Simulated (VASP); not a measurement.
A convergence study with VASP on GaAs (zinc blende): one setting is varied, all else stays as given below, so the limit is that of these other settings. Each run relaxes cell and ions from the cell shown.

```xyz
2
Lattice="0.0000 2.8250 2.8250 2.8250 0.0000 2.8250 2.8250 2.8250 0.0000" Properties=species:S:1:pos:R:3 pbc="T T T"
Ga     0.0000     0.0000     0.0000
As     1.4125     1.4125     1.4125
```

Method: LDA (Ceperley-Alder, Perdew-Zunger), VASP's LDA PAW potentials (set 64) (plane waves; VASP). The tightest run used: 550 eV cut-off, 12×12×12 Γ-centred mesh, Gaussian smearing of 0.050 eV, potentials Ga_d As.

```csv
setting,relaxed volume (Å³/atom),E (eV/atom),irreducible k-points
2×2×2 mesh,26.366,-3.6364,3
3×3×3 mesh,22.438,-4.5110,4
4×4×4 mesh,22.155,-4.7249,8
```

Q: These are the cheaper rows. Estimate the results at 12×12×12 mesh, and how far the last row shown lies from them.

A: 
```json
[
 {"quantity": "relaxed volume (Å³/atom)", "tightest run": "22.083", "last row shown is off by": "0.072"},
 {"quantity": "E (eV/atom)", "tightest run": "-4.8211", "last row shown is off by": "0.0962"}
]
```

Left out are rungs that failed or repeat a setting and relaxations that didn't move; long series are thinned to 24 rows.

The compound is GaAs in the zinc blende structure.
